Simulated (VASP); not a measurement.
Data:

```
YB
1.0
    1.96773    -5.19979     0.00000
    1.96773     5.19979     0.00000
    0.00000     0.00000     3.87784
B Y
2 2
Direct
  0.56400   0.43600   0.25000
  0.43600   0.56400   0.75000
  0.85475   0.14525   0.25000
  0.14525   0.85475   0.75000
```

Level of theory: PBE GGA, VASP's PBE PAW potentials (set 64) (plane waves; VASP 6.6.1). Settings: 520 eV cut-off, KSPACING 0.35 per Å, first-order Methfessel-Paxton smearing of 0.10 eV, potentials B Y_sv.

Gaps are read on the run's mesh, which can miss a band edge.

### Question
Estimate the energy per atom (σ→0), pressure, largest force, band gap (on the k-mesh) with the smallest direct gap where there is one.

### Answer

```
Quantity                                                     Value
------------------------  ----------------------------------------
band gap (on the k-mesh)  none (metal, semimetal or under 0.01 eV)
energy per atom (σ→0)                               -6.514 eV/atom
pressure                                                -13.89 GPa
largest force                                           1.379 eV/Å
```

The structure was generated: YB was put into the CrB type (Cmcm), which need not be its known phase. The cell was not relaxed at this level. The run is one of a series of settings (KGAMMA = .FALSE., KSPACING = 0.35, KPOINTS file removed against the base run), some of them coarse on purpose.
